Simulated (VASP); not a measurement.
Data:

```
CELL_PARAMETERS angstrom
     -2.37290     2.37290     4.63882
      2.37290    -2.37290     4.63882
      2.37290     2.37290    -4.63882
ATOMIC_POSITIONS crystal
  Al 0.75000 0.25000 0.50000
  Al 0.00000 0.00000 0.00000
  In 0.25000 0.75000 0.50000
  In 0.50000 0.50000 0.00000
  N  0.67448 0.12500 0.04948
  N  0.87500 0.92448 0.54948
  N  0.07552 0.62500 0.95052
  N  0.37500 0.32552 0.45052
```

These are modified Becke-Johnson potential (mBJ), VASP's PBE PAW potentials (set 64) (plane waves; VASP 6.6.1) values and carry that method's errors. Settings: 500 eV cut-off, 6×6×6 Γ-centred mesh, Gaussian smearing of 0.050 eV, potentials Al In_d N.

mBJ is a potential without an energy functional, so only the levels count. Unless said otherwise, spin-orbit coupling is left out, though it shifts the bands of the heavy elements here.

Question: What does the run give for the band gap (over mesh and band path) with the smallest direct gap where there is one?

Answer: 
- band gap (over mesh and band path) = 2.28 eV
- smallest direct gap (over mesh and band path) = 2.28 eV

The absolute energy has meaning only against runs of the same code, potentials and settings.

The structure comes from a computed database's AlInN2 entry (I-42d); how it stands against other phases isn't given here. The cell was not relaxed at this level. The cell's shape comes from a PBE relaxation.
